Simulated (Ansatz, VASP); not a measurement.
# InAs in two plane-wave programs, part 2 of 3

One calculation is typed for both programs; each brings its own data sets. How far apart do they land? The cell is taken from a series of runs on this material, whose earlier steps may have relaxed, scaled, displaced or heated it; both programs get it as it stands.

VASP 6.6.1 and Ansatz 0.2.0.

So far: Starting point; Ansatz: zone-centre phonons, PBEsol.

## Step 3: VASP: zone-centre phonons, PBEsol

Level of this step: PBEsol; plane waves and PAW (As, In_d) (VASP).

The same cell, functional, mesh and smearing now go to VASP, with its own data sets.

Lines of VASP's logs that name or quote its potential files are left out, and so is its time.

INCAR

```
SYSTEM = InAs
PREC = Accurate
ENCUT = 500
EDIFF = 1E-08
NELM = 120
ISMEAR = 0
SIGMA = 0.015
LREAL = .FALSE.
ALGO = Normal
GGA = PS
NBANDS = 15
LORBIT = 11
LWAVE = .FALSE.
LCHARG = .FALSE.
ISIF = 2
ISYM = 2
IBRION = 8
LASPH = .TRUE.
GGA_COMPAT = .FALSE.
EFERMI = MIDGAP
KPAR = 2
```

POSCAR

```
InAs
1.0
    0.0153522168      3.0587501792      3.0267212096
    3.0587501792      0.0153522168      3.0267212096
    3.0741023960      3.0741023960      0.0000000000
As In
1 1
Direct
    0.7508287819      0.7508287819      0.7491408546
    0.9991712181      0.9991712181      0.0008591454
```

KPOINTS

```
Points of the shifted mesh
1728
Reciprocal
 0.0416666667  0.0416666667  0.0416666667 1
 0.0416666667  0.0416666667  0.1250000000 1
 0.0416666667  0.0416666667  0.2083333333 1
 0.0416666667  0.0416666667  0.2916666667 1
 0.0416666667  0.0416666667  0.3750000000 1
 0.0416666667  0.0416666667  0.4583333333 1
 0.0416666667  0.0416666667  0.5416666667 1
 0.0416666667  0.0416666667  0.6250000000 1
 0.0416666667  0.0416666667  0.7083333333 1
 0.0416666667  0.0416666667  0.7916666667 1
 0.0416666667  0.0416666667  0.8750000000 1
 0.0416666667  0.0416666667  0.9583333333 1
 0.0416666667  0.1250000000  0.0416666667 1
 0.0416666667  0.1250000000  0.1250000000 1
 0.0416666667  0.1250000000  0.2083333333 1
 0.0416666667  0.1250000000  0.2916666667 1
 0.0416666667  0.1250000000  0.3750000000 1
 0.0416666667  0.1250000000  0.4583333333 1
 0.0416666667  0.1250000000  0.5416666667 1
 0.0416666667  0.1250000000  0.6250000000 1
 0.0416666667  0.1250000000  0.7083333333 1
 0.0416666667  0.1250000000  0.7916666667 1
 0.0416666667  0.1250000000  0.8750000000 1
 0.0416666667  0.1250000000  0.9583333333 1
 0.0416666667  0.2083333333  0.0416666667 1
 0.0416666667  0.2083333333  0.1250000000 1
 0.0416666667  0.2083333333  0.2083333333 1
 0.0416666667  0.2083333333  0.2916666667 1
 0.0416666667  0.2083333333  0.3750000000 1
 0.0416666667  0.2083333333  0.4583333333 1
 0.0416666667  0.2083333333  0.5416666667 1
 0.0416666667  0.2083333333  0.6250000000 1
 0.0416666667  0.2083333333  0.7083333333 1
 0.0416666667  0.2083333333  0.7916666667 1
 0.0416666667  0.2083333333  0.8750000000 1
 0.0416666667  0.2083333333  0.9583333333 1
 0.0416666667  0.2916666667  0.0416666667 1
 0.0416666667  0.2916666667  0.1250000000 1
 0.0416666667  0.2916666667  0.2083333333 1
 0.0416666667  0.2916666667  0.2916666667 1
 0.0416666667  0.2916666667  0.3750000000 1
 0.0416666667  0.2916666667  0.4583333333 1
 0.0416666667  0.2916666667  0.5416666667 1
 0.0416666667  0.2916666667  0.6250000000 1
 0.0416666667  0.2916666667  0.7083333333 1
 0.0416666667  0.2916666667  0.7916666667 1
 0.0416666667  0.2916666667  0.8750000000 1
 0.0416666667  0.2916666667  0.9583333333 1
 0.0416666667  0.3750000000  0.0416666667 1
 0.0416666667  0.3750000000  0.1250000000 1
 0.0416666667  0.3750000000  0.2083333333 1
 0.0416666667  0.3750000000  0.2916666667 1
 0.0416666667  0.3750000000  0.3750000000 1
 0.0416666667  0.3750000000  0.4583333333 1
 0.0416666667  0.3750000000  0.5416666667 1
 0.0416666667  0.3750000000  0.6250000000 1
 0.0416666667  0.3750000000  0.7083333333 1
 0.0416666667  0.3750000000  0.7916666667 1
 0.0416666667  0.3750000000  0.8750000000 1
 0.0416666667  0.3750000000  0.9583333333 1
 0.0416666667  0.4583333333  0.0416666667 1
 0.0416666667  0.4583333333  0.1250000000 1
 0.0416666667  0.4583333333  0.2083333333 1
 0.0416666667  0.4583333333  0.2916666667 1
 0.0416666667  0.4583333333  0.3750000000 1
 0.0416666667  0.4583333333  0.4583333333 1
 0.0416666667  0.4583333333  0.5416666667 1
 0.0416666667  0.4583333333  0.6250000000 1
 0.0416666667  0.4583333333  0.7083333333 1
 0.0416666667  0.4583333333  0.7916666667 1
 0.0416666667  0.4583333333  0.8750000000 1
 0.0416666667  0.4583333333  0.9583333333 1
 0.0416666667  0.5416666667  0.0416666667 1
 0.0416666667  0.5416666667  0.1250000000 1
 0.0416666667  0.5416666667  0.2083333333 1
 0.0416666667  0.5416666667  0.2916666667 1
 0.0416666667  0.5416666667  0.3750000000 1
 0.0416666667  0.5416666667  0.4583333333 1
 0.0416666667  0.5416666667  0.5416666667 1
 0.0416666667  0.5416666667  0.6250000000 1
 0.0416666667  0.5416666667  0.7083333333 1
 0.0416666667  0.5416666667  0.7916666667 1
 0.0416666667  0.5416666667  0.8750000000 1
 0.0416666667  0.5416666667  0.9583333333 1
 0.0416666667  0.6250000000  0.0416666667 1
 0.0416666667  0.6250000000  0.1250000000 1
 0.0416666667  0.6250000000  0.2083333333 1
 0.0416666667  0.6250000000  0.2916666667 1
 0.0416666667  0.6250000000  0.3750000000 1
 0.0416666667  0.6250000000  0.4583333333 1
 0.0416666667  0.6250000000  0.5416666667 1
 0.0416666667  0.6250000000  0.6250000000 1
 0.0416666667  0.6250000000  0.7083333333 1
 0.0416666667  0.6250000000  0.7916666667 1
 0.0416666667  0.6250000000  0.8750000000 1
 0.0416666667  0.6250000000  0.9583333333 1
 0.0416666667  0.7083333333  0.0416666667 1
 0.0416666667  0.7083333333  0.1250000000 1
 0.0416666667  0.7083333333  0.2083333333 1
 0.0416666667  0.7083333333  0.2916666667 1
 0.0416666667  0.7083333333  0.3750000000 1
 0.0416666667  0.7083333333  0.4583333333 1
 0.0416666667  0.7083333333  0.5416666667 1
 0.0416666667  0.7083333333  0.6250000000 1
 0.0416666667  0.7083333333  0.7083333333 1
 0.0416666667  0.7083333333  0.7916666667 1
 0.0416666667  0.7083333333  0.8750000000 1
 0.0416666667  0.7083333333  0.9583333333 1
 0.0416666667  0.7916666667  0.0416666667 1
 0.0416666667  0.7916666667  0.1250000000 1
 0.0416666667  0.7916666667  0.2083333333 1
 0.0416666667  0.7916666667  0.2916666667 1
[... 1390 lines left out ...]
 0.8750000000  0.4583333333  0.1250000000 1
 0.8750000000  0.4583333333  0.2083333333 1
 0.8750000000  0.4583333333  0.2916666667 1
 0.8750000000  0.4583333333  0.3750000000 1
 0.8750000000  0.4583333333  0.4583333333 1
 0.8750000000  0.4583333333  0.5416666667 1
 0.8750000000  0.4583333333  0.6250000000 1
 0.8750000000  0.4583333333  0.7083333333 1
 0.8750000000  0.4583333333  0.7916666667 1
 0.8750000000  0.4583333333  0.8750000000 1
 0.8750000000  0.4583333333  0.9583333333 1
 0.8750000000  0.5416666667  0.0416666667 1
 0.8750000000  0.5416666667  0.1250000000 1
 0.8750000000  0.5416666667  0.2083333333 1
 0.8750000000  0.5416666667  0.2916666667 1
 0.8750000000  0.5416666667  0.3750000000 1
 0.8750000000  0.5416666667  0.4583333333 1
 0.8750000000  0.5416666667  0.5416666667 1
 0.8750000000  0.5416666667  0.6250000000 1
 0.8750000000  0.5416666667  0.7083333333 1
 0.8750000000  0.5416666667  0.7916666667 1
 0.8750000000  0.5416666667  0.8750000000 1
 0.8750000000  0.5416666667  0.9583333333 1
 0.8750000000  0.6250000000  0.0416666667 1
 0.8750000000  0.6250000000  0.1250000000 1
 0.8750000000  0.6250000000  0.2083333333 1
 0.8750000000  0.6250000000  0.2916666667 1
 0.8750000000  0.6250000000  0.3750000000 1
 0.8750000000  0.6250000000  0.4583333333 1
 0.8750000000  0.6250000000  0.5416666667 1
 0.8750000000  0.6250000000  0.6250000000 1
 0.8750000000  0.6250000000  0.7083333333 1
 0.8750000000  0.6250000000  0.7916666667 1
 0.8750000000  0.6250000000  0.8750000000 1
 0.8750000000  0.6250000000  0.9583333333 1
 0.8750000000  0.7083333333  0.0416666667 1
 0.8750000000  0.7083333333  0.1250000000 1
 0.8750000000  0.7083333333  0.2083333333 1
 0.8750000000  0.7083333333  0.2916666667 1
 0.8750000000  0.7083333333  0.3750000000 1
 0.8750000000  0.7083333333  0.4583333333 1
 0.8750000000  0.7083333333  0.5416666667 1
 0.8750000000  0.7083333333  0.6250000000 1
 0.8750000000  0.7083333333  0.7083333333 1
 0.8750000000  0.7083333333  0.7916666667 1
 0.8750000000  0.7083333333  0.8750000000 1
 0.8750000000  0.7083333333  0.9583333333 1
 0.8750000000  0.7916666667  0.0416666667 1
 0.8750000000  0.7916666667  0.1250000000 1
 0.8750000000  0.7916666667  0.2083333333 1
 0.8750000000  0.7916666667  0.2916666667 1
 0.8750000000  0.7916666667  0.3750000000 1
 0.8750000000  0.7916666667  0.4583333333 1
 0.8750000000  0.7916666667  0.5416666667 1
 0.8750000000  0.7916666667  0.6250000000 1
 0.8750000000  0.7916666667  0.7083333333 1
 0.8750000000  0.7916666667  0.7916666667 1
 0.8750000000  0.7916666667  0.8750000000 1
 0.8750000000  0.7916666667  0.9583333333 1
 0.8750000000  0.8750000000  0.0416666667 1
 0.8750000000  0.8750000000  0.1250000000 1
 0.8750000000  0.8750000000  0.2083333333 1
 0.8750000000  0.8750000000  0.2916666667 1
 0.8750000000  0.8750000000  0.3750000000 1
 0.8750000000  0.8750000000  0.4583333333 1
 0.8750000000  0.8750000000  0.5416666667 1
 0.8750000000  0.8750000000  0.6250000000 1
 0.8750000000  0.8750000000  0.7083333333 1
 0.8750000000  0.8750000000  0.7916666667 1
 0.8750000000  0.8750000000  0.8750000000 1
 0.8750000000  0.8750000000  0.9583333333 1
 0.8750000000  0.9583333333  0.0416666667 1
 0.8750000000  0.9583333333  0.1250000000 1
 0.8750000000  0.9583333333  0.2083333333 1
 0.8750000000  0.9583333333  0.2916666667 1
 0.8750000000  0.9583333333  0.3750000000 1
 0.8750000000  0.9583333333  0.4583333333 1
 0.8750000000  0.9583333333  0.5416666667 1
 0.8750000000  0.9583333333  0.6250000000 1
 0.8750000000  0.9583333333  0.7083333333 1
 0.8750000000  0.9583333333  0.7916666667 1
 0.8750000000  0.9583333333  0.8750000000 1
 0.8750000000  0.9583333333  0.9583333333 1
 0.9583333333  0.0416666667  0.0416666667 1
 0.9583333333  0.0416666667  0.1250000000 1
 0.9583333333  0.0416666667  0.2083333333 1
 0.9583333333  0.0416666667  0.2916666667 1
 0.9583333333  0.0416666667  0.3750000000 1
 0.9583333333  0.0416666667  0.4583333333 1
 0.9583333333  0.0416666667  0.5416666667 1
 0.9583333333  0.0416666667  0.6250000000 1
 0.9583333333  0.0416666667  0.7083333333 1
 0.9583333333  0.0416666667  0.7916666667 1
 0.9583333333  0.0416666667  0.8750000000 1
 0.9583333333  0.0416666667  0.9583333333 1
 0.9583333333  0.1250000000  0.0416666667 1
 0.9583333333  0.1250000000  0.1250000000 1
 0.9583333333  0.1250000000  0.2083333333 1
 0.9583333333  0.1250000000  0.2916666667 1
 0.9583333333  0.1250000000  0.3750000000 1
 0.9583333333  0.1250000000  0.4583333333 1
 0.9583333333  0.1250000000  0.5416666667 1
 0.9583333333  0.1250000000  0.6250000000 1
 0.9583333333  0.1250000000  0.7083333333 1
 0.9583333333  0.1250000000  0.7916666667 1
 0.9583333333  0.1250000000  0.8750000000 1
 0.9583333333  0.1250000000  0.9583333333 1
 0.9583333333  0.2083333333  0.0416666667 1
 0.9583333333  0.2083333333  0.1250000000 1
 0.9583333333  0.2083333333  0.2083333333 1
 0.9583333333  0.2083333333  0.2916666667 1
 0.9583333333  0.2083333333  0.3750000000 1
 0.9583333333  0.2083333333  0.4583333333 1
 0.9583333333  0.2083333333  0.5416666667 1
 0.9583333333  0.2083333333  0.6250000000 1
 0.9583333333  0.2083333333  0.7083333333 1
 0.9583333333  0.2083333333  0.7916666667 1
 0.9583333333  0.2083333333  0.8750000000 1
 0.9583333333  0.2083333333  0.9583333333 1
 0.9583333333  0.2916666667  0.0416666667 1
 0.9583333333  0.2916666667  0.1250000000 1
 0.9583333333  0.2916666667  0.2083333333 1
 0.9583333333  0.2916666667  0.2916666667 1
 0.9583333333  0.2916666667  0.3750000000 1
 0.9583333333  0.2916666667  0.4583333333 1
 0.9583333333  0.2916666667  0.5416666667 1
 0.9583333333  0.2916666667  0.6250000000 1
 0.9583333333  0.2916666667  0.7083333333 1
 0.9583333333  0.2916666667  0.7916666667 1
 0.9583333333  0.2916666667  0.8750000000 1
 0.9583333333  0.2916666667  0.9583333333 1
 0.9583333333  0.3750000000  0.0416666667 1
 0.9583333333  0.3750000000  0.1250000000 1
 0.9583333333  0.3750000000  0.2083333333 1
 0.9583333333  0.3750000000  0.2916666667 1
 0.9583333333  0.3750000000  0.3750000000 1
 0.9583333333  0.3750000000  0.4583333333 1
 0.9583333333  0.3750000000  0.5416666667 1
 0.9583333333  0.3750000000  0.6250000000 1
 0.9583333333  0.3750000000  0.7083333333 1
 0.9583333333  0.3750000000  0.7916666667 1
 0.9583333333  0.3750000000  0.8750000000 1
 0.9583333333  0.3750000000  0.9583333333 1
 0.9583333333  0.4583333333  0.0416666667 1
 0.9583333333  0.4583333333  0.1250000000 1
 0.9583333333  0.4583333333  0.2083333333 1
 0.9583333333  0.4583333333  0.2916666667 1
 0.9583333333  0.4583333333  0.3750000000 1
 0.9583333333  0.4583333333  0.4583333333 1
 0.9583333333  0.4583333333  0.5416666667 1
 0.9583333333  0.4583333333  0.6250000000 1
 0.9583333333  0.4583333333  0.7083333333 1
 0.9583333333  0.4583333333  0.7916666667 1
 0.9583333333  0.4583333333  0.8750000000 1
 0.9583333333  0.4583333333  0.9583333333 1
 0.9583333333  0.5416666667  0.0416666667 1
 0.9583333333  0.5416666667  0.1250000000 1
 0.9583333333  0.5416666667  0.2083333333 1
 0.9583333333  0.5416666667  0.2916666667 1
 0.9583333333  0.5416666667  0.3750000000 1
 0.9583333333  0.5416666667  0.4583333333 1
 0.9583333333  0.5416666667  0.5416666667 1
 0.9583333333  0.5416666667  0.6250000000 1
 0.9583333333  0.5416666667  0.7083333333 1
 0.9583333333  0.5416666667  0.7916666667 1
 0.9583333333  0.5416666667  0.8750000000 1
 0.9583333333  0.5416666667  0.9583333333 1
 0.9583333333  0.6250000000  0.0416666667 1
 0.9583333333  0.6250000000  0.1250000000 1
 0.9583333333  0.6250000000  0.2083333333 1
 0.9583333333  0.6250000000  0.2916666667 1
 0.9583333333  0.6250000000  0.3750000000 1
 0.9583333333  0.6250000000  0.4583333333 1
 0.9583333333  0.6250000000  0.5416666667 1
 0.9583333333  0.6250000000  0.6250000000 1
 0.9583333333  0.6250000000  0.7083333333 1
 0.9583333333  0.6250000000  0.7916666667 1
 0.9583333333  0.6250000000  0.8750000000 1
 0.9583333333  0.6250000000  0.9583333333 1
 0.9583333333  0.7083333333  0.0416666667 1
 0.9583333333  0.7083333333  0.1250000000 1
 0.9583333333  0.7083333333  0.2083333333 1
 0.9583333333  0.7083333333  0.2916666667 1
 0.9583333333  0.7083333333  0.3750000000 1
 0.9583333333  0.7083333333  0.4583333333 1
 0.9583333333  0.7083333333  0.5416666667 1
 0.9583333333  0.7083333333  0.6250000000 1
 0.9583333333  0.7083333333  0.7083333333 1
 0.9583333333  0.7083333333  0.7916666667 1
 0.9583333333  0.7083333333  0.8750000000 1
 0.9583333333  0.7083333333  0.9583333333 1
 0.9583333333  0.7916666667  0.0416666667 1
 0.9583333333  0.7916666667  0.1250000000 1
 0.9583333333  0.7916666667  0.2083333333 1
 0.9583333333  0.7916666667  0.2916666667 1
 0.9583333333  0.7916666667  0.3750000000 1
 0.9583333333  0.7916666667  0.4583333333 1
 0.9583333333  0.7916666667  0.5416666667 1
 0.9583333333  0.7916666667  0.6250000000 1
 0.9583333333  0.7916666667  0.7083333333 1
 0.9583333333  0.7916666667  0.7916666667 1
 0.9583333333  0.7916666667  0.8750000000 1
 0.9583333333  0.7916666667  0.9583333333 1
 0.9583333333  0.8750000000  0.0416666667 1
 0.9583333333  0.8750000000  0.1250000000 1
 0.9583333333  0.8750000000  0.2083333333 1
 0.9583333333  0.8750000000  0.2916666667 1
 0.9583333333  0.8750000000  0.3750000000 1
 0.9583333333  0.8750000000  0.4583333333 1
 0.9583333333  0.8750000000  0.5416666667 1
 0.9583333333  0.8750000000  0.6250000000 1
 0.9583333333  0.8750000000  0.7083333333 1
 0.9583333333  0.8750000000  0.7916666667 1
 0.9583333333  0.8750000000  0.8750000000 1
 0.9583333333  0.8750000000  0.9583333333 1
 0.9583333333  0.9583333333  0.0416666667 1
 0.9583333333  0.9583333333  0.1250000000 1
 0.9583333333  0.9583333333  0.2083333333 1
 0.9583333333  0.9583333333  0.2916666667 1
 0.9583333333  0.9583333333  0.3750000000 1
 0.9583333333  0.9583333333  0.4583333333 1
 0.9583333333  0.9583333333  0.5416666667 1
 0.9583333333  0.9583333333  0.6250000000 1
 0.9583333333  0.9583333333  0.7083333333 1
 0.9583333333  0.9583333333  0.7916666667 1
 0.9583333333  0.9583333333  0.8750000000 1
 0.9583333333  0.9583333333  0.9583333333 1
```

The projector-augmented-wave data sets are As and In_d (PBE family, release 64).

On the command line:

```sh
$ mpirun -np 2 vasp_std
```

The program printed:

```text
[banner, memory and clock lines left out]
running    2 mpi-ranks, on    1 nodes
[...]
|                                                                             |
|               ----> ADVICE to this user running VASP <----                  |
|                                                                             |
|     You enforced a specific xc type in the INCAR file but a different       |
|     [... a line on the potential file left out ...]
|     I HOPE YOU KNOW WHAT YOU ARE DOING!                                     |
|                                                                             |

 LDA part: xc-table for (Slater+PW92), standard interpolation
 POSCAR, INCAR and KPOINTS ok, starting setup
[...]
entering main loop
       N       E                     dE             d eps       ncg     rms          rms(c)
DAV:   1     0.111359086492E+03    0.11136E+03   -0.81984E+03 52025   0.125E+03
DAV:   2    -0.107254843265E+01   -0.11243E+03   -0.10821E+03 55984   0.298E+02
DAV:   3    -0.858021922064E+01   -0.75077E+01   -0.74649E+01 66617   0.784E+01
DAV:   4    -0.877056690395E+01   -0.19035E+00   -0.19029E+00 63397   0.140E+01
[...]
DAV:  15    -0.848982717772E+01   -0.48678E-07   -0.25537E-09 48936   0.717E-04    0.494E-04
DAV:  16    -0.848982719103E+01   -0.13305E-07   -0.16622E-09 38121   0.357E-04    0.100E-04
DAV:  17    -0.848982719248E+01   -0.14497E-08   -0.93856E-10 32101   0.238E-04
   1 F= -.84898272E+01 E0= -.84898272E+01  d E =-.795229E-55
 Linear response reoptimize wavefunctions to high precision
DAV:   1    -0.848982719375E+01   -0.12740E-08   -0.16080E-10 41719   0.160E-04
DAV:   2    -0.848982719375E+01    0.68212E-12   -0.51299E-11 31401   0.682E-05
 Linear response DOF=           4
 Linear response progress:
  Degree of freedom:   1/  4
       N       E                     dE             d eps       ncg     rms          rms(c)
RMM:   1    -0.467471855261E-01   -0.46747E-01    0.64645E-02106868   0.151E+00
RMM:   2    -0.443622066814E-01    0.23850E-02    0.13890E-03 81068   0.558E-01    0.105E-01
RMM:   3    -0.450392301574E-01   -0.67702E-03   -0.18050E-03 95899   0.234E-01    0.461E-02
RMM:   4    -0.452415197297E-01   -0.20229E-03   -0.13968E-04 97067   0.778E-02    0.113E-02
[...]
RMM:   9    -0.452675549989E-01   -0.61767E-06   -0.16510E-08100483   0.384E-04    0.861E-05
RMM:  10    -0.452676149469E-01   -0.59948E-07    0.32043E-08109781   0.149E-04    0.636E-05
RMM:  11    -0.452676099324E-01    0.50145E-08   -0.29613E-08102255   0.549E-05    0.119E-05
 first order change of Fermi-energy  -0.36808E+00
 force on displaced ion       1 direction 1 :  -7.279   0.054  -0.001
 Linear response progress:
  Degree of freedom:   2/  4
       N       E                     dE             d eps       ncg     rms          rms(c)
RMM:   1    -0.466327919859E-01   -0.46633E-01    0.64689E-02106652   0.151E+00
RMM:   2    -0.443474138037E-01    0.22854E-02    0.12813E-03 81308   0.554E-01    0.104E-01
RMM:   3    -0.450036112809E-01   -0.65620E-03   -0.17786E-03 95801   0.231E-01    0.457E-02
RMM:   4    -0.452011496226E-01   -0.19754E-03   -0.13627E-04 96891   0.770E-02    0.112E-02
[...]
RMM:   9    -0.452276996078E-01   -0.58727E-06   -0.89033E-09101036   0.367E-04    0.935E-05
RMM:  10    -0.452277763017E-01   -0.76694E-07    0.24720E-08109629   0.141E-04    0.597E-05
RMM:  11    -0.452277716655E-01    0.46362E-08   -0.30581E-08101733   0.523E-05    0.116E-05
 first order change of Fermi-energy   0.69209E+00
 force on displaced ion       1 direction 3 :  -0.001  -0.001  -7.226
 Linear response progress:
  Degree of freedom:   3/  4
       N       E                     dE             d eps       ncg     rms          rms(c)
RMM:   1    -0.233507481002E+00   -0.23351E+00   -0.99751E-02 70008   0.484E+00
RMM:   2    -0.235969581703E+00   -0.24621E-02   -0.12855E-02 88212   0.102E+00    0.767E-02
RMM:   3    -0.235887524900E+00    0.82057E-04   -0.15012E-03 95958   0.315E-01    0.379E-02
RMM:   4    -0.235670243220E+00    0.21728E-03   -0.13912E-04 98362   0.105E-01    0.205E-02
[...]
RMM:  12    -0.235613186899E+00   -0.31674E-07    0.15011E-07104330   0.736E-05    0.882E-06
RMM:  13    -0.235613198434E+00   -0.11535E-07    0.10856E-07112650   0.399E-05    0.231E-06
RMM:  14    -0.235613206107E+00   -0.76731E-08    0.28422E-08 89973   0.223E-05    0.356E-06
 first order change of Fermi-energy   0.36809E+00
 force on displaced ion       2 direction 1 :  -7.276   0.041  -0.001
 Linear response progress:
  Degree of freedom:   4/  4
       N       E                     dE             d eps       ncg     rms          rms(c)
RMM:   1    -0.233440539211E+00   -0.23344E+00   -0.98480E-02 70038   0.485E+00
RMM:   2    -0.235915289241E+00   -0.24748E-02   -0.12686E-02 88088   0.101E+00    0.760E-02
RMM:   3    -0.235828018655E+00    0.87271E-04   -0.14866E-03 96053   0.314E-01    0.374E-02
RMM:   4    -0.235606564707E+00    0.22145E-03   -0.13648E-04 98296   0.104E-01    0.201E-02
[...]
RMM:  12    -0.235546201408E+00   -0.34059E-07    0.69820E-08105142   0.668E-05    0.547E-06
RMM:  13    -0.235546217548E+00   -0.16139E-07    0.42210E-08111631   0.359E-05    0.240E-06
RMM:  14    -0.235546213609E+00    0.39387E-08    0.24072E-08 90568   0.199E-05    0.552E-06
 first order change of Fermi-energy  -0.69210E+00
 force on displaced ion       2 direction 3 :  -0.001  -0.001  -7.205
 Linear response finished
```

[end of part 2 of 3]

[Lines on the potential files, build, host, timing and source positions are cut from VASP's logs without a mark.]

[Logs are printed without paths, hosts, clocks, repeated set-up lines and the standing remarks that a program may print on its own settings, such as how far it seeks lower states.]

[Hosts, paths, dates, database ids (printed as entryN), source tags and the programs' standing remarks are cut or masked in the printed files.]
